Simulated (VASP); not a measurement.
Relaxed, unreconstructed slabs of Au (fcc). Computed with r2SCAN meta-GGA, VASP's PBE PAW potentials (set 64) (plane waves; VASP).

Slab and bulk use different k-meshes, so the surface energy is good to a few per cent at best.

Problem. Order the faces (100) [6 atoms], (111) [4 atoms] by surface energy, lowest first.

Solution. (111) [4 atoms] (0.84 J/m²), (100) [6 atoms] (1.00 J/m²)

Problem. And what are their work functions?

Solution. (100) [6 atoms] 5.20 eV, (111) [4 atoms] 5.31 eV.

Runs of the series that failed, ran out of time, didn't relax or are held back are left out, and each face is given by its thickest slab.

The cell is a thin slab with vacuum, built from Au (fcc).
